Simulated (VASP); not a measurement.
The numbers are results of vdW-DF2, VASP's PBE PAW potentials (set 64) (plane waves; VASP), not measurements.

Input for VASP

**POSCAR**
```
BaTiO3
1.0
  4.0531102242   0.0000000000   0.0000000000
  0.0000000000   4.0531102242   0.0000000000
  0.0000000000   0.0000000000   4.3102266642
Ba Ti O
1 1 3
direct
  0.0000000000   0.0000000000   0.0123909240
  0.5000000000   0.5000000000   0.5314372482
  0.5000000000   0.5000000000   0.9571855421
  1.0000000000   0.5000000000   0.4814931428
  0.5000000000   1.0000000000   0.4814931428
```

File KPOINTS:
```
Automatic mesh
0
Gamma
5 5 5
0 0 0
```

INCAR:
```
SYSTEM = BaTiO3
PREC = Accurate
ENCUT = 520
EDIFF = 1E-6
NELM = 100
ALGO = Normal
LREAL = .FALSE.
LASPH = .TRUE.
ISMEAR = 0
SIGMA = 0.05
GGA = ML
ZAB_VDW = -1.8867
LUSE_VDW = .TRUE.
AGGAC = 0.0
LMAXMIX = 4
LWAVE = .FALSE.
LCHARG = .FALSE.
IBRION = 2
ISIF = 3
NSW = 60
EDIFFG = -0.02
```

POTCAR, in this order: Ba_sv Ti_sv O (PBE.64 set). Program: vasp_std.

Problem. Estimate the energy per atom (σ→0), volume per atom.

Solution. 
```
Item                            Value
---------------------  --------------
energy per atom (σ→0)  -6.067 eV/atom
volume per atom         14.25 Å³/atom
```

### OSZICAR
```
...
  11 F= -.30333352E+02 E0= -.30333352E+02  d E =-.140001E-03
       N       E                     dE             d eps       ncg     rms          rms(c)
DAV:   1    -0.303334946100E+02   -0.14214E-03   -0.26031E-02   872   0.160E+00    0.975E-02
DAV:   2    -0.303334401961E+02    0.54414E-04   -0.14657E-03   936   0.319E-01    0.443E-02
DAV:   3    -0.303334165418E+02    0.23654E-04   -0.24596E-04  1288   0.103E-01    0.236E-02
DAV:   4    -0.303334081500E+02    0.83918E-05   -0.59621E-05  1232   0.637E-02    0.116E-02
DAV:   5    -0.303334082724E+02   -0.12245E-06   -0.82116E-06  1208   0.218E-02
  12 F= -.30333408E+02 E0= -.30333408E+02  d E =-.561837E-04
```

The compound is BaTiO3 in the tetragonal perovskite structure. This run relaxes it. Symmetry was kept, so distortions that lower it aren't found. The start is the result of an earlier pass.
